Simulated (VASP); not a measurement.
# HfN: stress against strain

HfN (rock salt, Fm-3m, 11.318 Å³/atom and stress up to 0.17 GPa in the relaxed cell, cube axes along x, y and z) under an equal strain ε along x and y, with z held. PBEsol in VASP (plane waves, PAW), 600 eV, 18×18×18 Γ-centred mesh, Methfessel-Paxton smearing 0.10 eV; ions are relaxed, or left where forces stay under 0.02 eV/Å, within the symmetry of each cell. Stress is positive for a compressed cell.

Here s stands for strain and y for stress xx.

| strain (%) | stress xx (GPa) |
|---|---|
| -3.00 | ? |
| -1.50 | 12.37 |
| -1.00 | 7.94 |
| -0.50 | 3.75 |
| 0.00 | -0.17 |
| 0.50 | -3.82 |
| 1.00 | -7.22 |
| 1.50 | -10.38 |

### Question
Fit y against s with a straight line, and predict the withheld value at s = -3.00.

### Answer
Means: s 0, y 0.353. About the means, the sum of products is -53.070 and the sum of squares of s is 7.0000; the slope is their ratio. Least squares gives y = 0.353 - 7.5814·s. Residuals (row less fit): 0.645, 0.006, -0.394, -0.523, -0.382, 0.008, 0.639; standard error 0.529 (degrees of freedom: 5). The slope gives the elastic constants C11 + C12 = about 760 GPa. At the withheld row, y = 0.353 - 7.5814 × (-3.0) = 23.097 GPa. The calculation gives 27.62 GPa, 4.523 GPa above the prediction (11.9 % of the range of y in the table). The row lies outside the fitted rows, so this is an extrapolation. From the scatter of the fitted rows alone, a prediction at this place has a standard error of 0.824 GPa, so the miss is 5.5 times that.

A polynomial of degree 2 through the 12 other runs of the series gives 27.22 there, so most of the miss is curvature that the fit leaves out. In a metal these values are sensitive to mesh and smearing; energies are taken to zero smearing, stresses follow the free energy. For HfN: the electron count is odd and the run is not spin-polarised, which forces a metal. Rows are the converged runs of the series near zero and its far end; series whose fitted rows scatter by over a few per cent of the range, as at a crossing or softening among them, aren't shown in this form, nor equations of state whose B0' disagrees with the runs' pressures. Most that stay on the fit to the last digits aren't either.
